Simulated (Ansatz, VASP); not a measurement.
## One calculation of Sr3Hf, two programs

```
Sr Hf
1.0
     6.99596    0.00000    0.00000
    -3.49798    6.05868    0.00000
     0.00000    0.00000    5.61534
Sr Hf
6 2
Direct
  0.83300 0.66600 0.25000
  0.16700 0.83300 0.75000
  0.33400 0.16700 0.25000
  0.16700 0.33400 0.75000
  0.83300 0.16700 0.25000
  0.66600 0.83300 0.75000
  0.33333 0.66667 0.25000
  0.66667 0.33333 0.75000
```

Alike in both runs: task single point; functional PBE; k mesh 3 × 3 × 4; occupations gaussian, width 0.1 eV; no spin polarisation.

```csv
,VASP,Ansatz
version,VASP 6.6.1,Ansatz 0.2.0
potentials or method,"VASP PAW PBE potentials, release 64 (Sr_sv, Hf_pv)","scalar-relativistic, plane waves, PAW"
plane-wave cutoff (eV),520,420
valence electrons in the cell,80,112
```

Ansatz gave:

* gap on the k mesh at the Fermi level (eV): none
* pressure (GPa): 10.2
* largest component of the traceless stress (GPa): 0.22
* rms of the force components (eV/Å): 0.278

**Question.** Which values does VASP return?

**Answer.** gap on the k mesh at the Fermi level (eV): none; pressure (GPa): 10.3; largest component of the traceless stress (GPa): 0.23; rms of the force components (eV/Å): 0.280.

Atom by atom the forces differ by 0.002 eV/Å (rms over components). A gap of «none» marks a metal or a gap that the smearing closes. The functional is the same, so the differences come from potentials, cutoffs and numerics. The two sets of potentials don't hold the same shells in valence.

The runs have no spin-orbit coupling, so splittings on Hf are missing.
